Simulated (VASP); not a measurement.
Input of a VASP 6.6.1 run:

INCAR

```
SYSTEM = CsLiCr2Te2S3
PREC = Accurate
ENCUT = 520
EDIFF = 1E-8
ISMEAR = -1
SIGMA = 0.05
LREAL = .FALSE.
LASPH = .TRUE.
NELM = 150
ALGO = Normal
ISIF = 2
LWAVE = .FALSE.
LCHARG = .FALSE.
ISPIN = 2
MAGMOM = 0 0 3 3 0 0 0 0 0
LORBIT = 11
LMAXMIX = 4
GGA = PE
LEFG = .TRUE.
KPAR = 4
```

The input KPOINTS:

```
Automatic mesh
0
G
  5 5 4
  0 0 0
```

The input POSCAR:

```
CsLiCr2Te2S3
1.0
    3.4216200000     -5.1806900000      0.0078400000
    3.4216200000      5.1806900000      0.0078400000
   -2.9041100000      0.0000000000      7.4309300000
Cs Li Cr Te S
1 1 2 2 3
Direct
    0.0937400000      0.0937400000      0.0085300000
    0.5887500000      0.5887500000      0.5533600000
    0.0564600000      0.4675500000      0.5579000000
    0.4675500000      0.0564600000      0.5579000000
    0.5648600000      0.8735700000      0.2903500000
    0.8735700000      0.5648600000      0.2903500000
    0.8115100000      0.3969700000      0.7334700000
    0.3969700000      0.8115100000      0.7334700000
    0.2140400000      0.2140400000      0.4837100000
```

Potentials or basis: VASP PAW PBE potentials, release 64 (Cs_sv, Li_sv, Cr_pv, Te, S).

Launch:

```sh
$ cat potpaw_PBE.64/Cs_sv/POTCAR potpaw_PBE.64/Li_sv/POTCAR potpaw_PBE.64/Cr_pv/POTCAR potpaw_PBE.64/Te/POTCAR potpaw_PBE.64/S/POTCAR > POTCAR
$ mpirun -np 4 vasp_std > vasp.out
```

Problem. What does it give for the largest force?

Solution. 0.012 eV/Å.

Problem. Estimate the site moments.

Solution. Cs -0.00; Li +0.00; Cr +2.27; Te -0.19; S -0.08 μB.

Problem. What does it give for the net moment?

Solution. 4.01 μB per cell.

Electric field gradients, principal values (V/Å²):
```
atom      Vxx       Vyy      Vzz
1 Cs   -8.325   -12.988   21.313
2 Li   -0.118    -0.323    0.441
3 Cr    0.686    22.348  -23.033
4 Cr    0.686    22.348  -23.033
5 Te  -58.386  -148.666  207.052
6 Te  -58.386  -148.666  207.052
 7 S   -2.637   -26.205   28.841
 8 S   -2.637   -26.205   28.841
 9 S    6.848    21.996  -28.844
```

Caveat: only a ferromagnetic start was run, and an antiferromagnetic order may lie lower in energy. Spin-orbit coupling is left out, which matters for the levels of Cs, Te.
